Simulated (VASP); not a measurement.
Level of theory: PBE GGA, VASP's PBE PAW potentials (set 64) (plane waves; VASP).

VASP ran on this input.

INCAR:
```
! general
SYSTEM  = GaAs
PREC    = Accurate
ENCUT   = 480
LREAL   = F
LASPH   = T

! electronic loop
EDIFF   = 1E-6
NELM    = 100
ALGO    = Normal
LMAXMIX = 4

! smearing
ISMEAR  = 0
SIGMA   = 0.05

! functional
GGA     = PE

! ions
IBRION  = 2
NSW     = 60
ISIF    = 3
EDIFFG  = -0.01

! output
LWAVE   = F
LCHARG  = F
```

File KPOINTS:
```
Automatic mesh
0
Gamma
7 7 7
0 0 0
```

### POSCAR
```
GaAs
1
    0.0000000000     2.8805526054     2.8805526054
    2.8805526054     0.0000000000     2.8805526054
    2.8805526054     2.8805526054     0.0000000000
Ga As
1 1
Direct
  0.0000000000   0.0000000000   0.0000000000
  0.2500000000   0.2500000000   0.2500000000
```

POTCAR, in this order: Ga As (PBE.64 set). Program: vasp_std.

What VASP printed:

File OSZICAR:
```
       N       E                     dE             d eps       ncg     rms          rms(c)
DAV:   1     0.168738773499E+02    0.16874E+02   -0.34604E+03   320   0.795E+02
DAV:   2    -0.780027346981E+01   -0.24674E+02   -0.23975E+02   472   0.960E+01
DAV:   3    -0.843580903493E+01   -0.63554E+00   -0.63554E+00   368   0.186E+01
DAV:   4    -0.843768526395E+01   -0.18762E-02   -0.18762E-02   496   0.117E+00
DAV:   5    -0.843768642880E+01   -0.11649E-05   -0.11650E-05   360   0.211E-02    0.359E+00
DAV:   6    -0.830501251833E+01    0.13267E+00   -0.27195E-01   360   0.238E+00    0.211E+00
DAV:   7    -0.827763717015E+01    0.27375E-01   -0.12482E-01   416   0.184E+00    0.585E-01
DAV:   8    -0.827734096178E+01    0.29621E-03   -0.10315E-02   368   0.609E-01    0.905E-02
DAV:   9    -0.827760983567E+01   -0.26887E-03   -0.50936E-04   464   0.172E-01    0.527E-02
DAV:  10    -0.827771321317E+01   -0.10338E-03   -0.14733E-04   368   0.887E-02    0.105E-02
DAV:  11    -0.827771663843E+01   -0.34253E-05   -0.12299E-05   488   0.181E-02    0.593E-03
DAV:  12    -0.827771738021E+01   -0.74178E-06   -0.22106E-06   336   0.101E-02
   1 F= -.82777174E+01 E0= -.82777049E+01  d E =-.827772E+01
```

**OUTCAR**
```
------------------------ aborting loop because EDIFF is reached ----------------------------------------
  FORCE on cell =-STRESS in cart. coord.  units (eV):
  Direction    XX          YY          ZZ          XY          YZ          ZX
  --------------------------------------------------------------------------------------
  Total       -0.0030443     -0.0030443     -0.0030443      0.0000000      0.0000000     -0.0000000
  in kB       -0.1020319     -0.1020319     -0.1020319      0.0000000      0.0000000     -0.0000000
  external PRESSURE =      -0.1020319 kB  Pullay stress =       0.0000000 kB
  volume of cell :       47.80
      direct lattice vectors                 reciprocal lattice vectors
     0.000000000  2.880552605  2.880552605    -0.173577806  0.173577806  0.173577806
     2.880552605  0.000000000  2.880552605     0.173577806 -0.173577806  0.173577806
     2.880552605  2.880552605  0.000000000     0.173577806  0.173577806 -0.173577806
  FREE ENERGIE OF THE ION-ELECTRON SYSTEM (eV)
  ---------------------------------------------------
  free  energy   TOTEN  =        -8.2777173802 eV

  energy  without entropy=       -8.2776924872  energy(sigma->0) =       -8.27770493

 reached required accuracy - stopping structural energy minimisation
```
(Selected blocks of OUTCAR.)

The compound is GaAs in the zinc blende structure. It was relaxed first, which changed the volume by +6 %. The start is the result of an earlier pass.
